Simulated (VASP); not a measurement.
The system is Te2Mo, a slab with vacuum.

```
Te Mo
1.0
     3.50253    0.00000    0.00000
    -1.75126    3.03328    0.00000
     0.00000    0.00000   21.60519
Te Mo
2 1
Direct
  0.33333 0.66667 0.41584
  0.33333 0.66667 0.58416
  0.66667 0.33333 0.50000
```

Base run:

```yaml
Program: VASP 6.6.1
Functional: HSE06
Potentials_or_basis: VASP PAW PBE potentials, release 64 (Te, Mo_sv)
Cutoff: 520 eV
k_mesh: 9 × 9 × 1
Occupations: gaussian, width 0.03 eV
Spin: no spin polarisation
```

Its results: band gap on the k mesh 1.65 eV, direct; largest force 0.434 eV/Å.

The run is repeated on the same cell with these changes: functional from HSE06 to PBE0. What comes out?

Band gap on the k mesh 2.29 eV, direct; largest force 0.434 eV/Å.

Caveats: the PAW data sets were made with another functional, which shifts forces and pressure a little; spin-orbit coupling is left out, which moves the levels of the heavy elements.
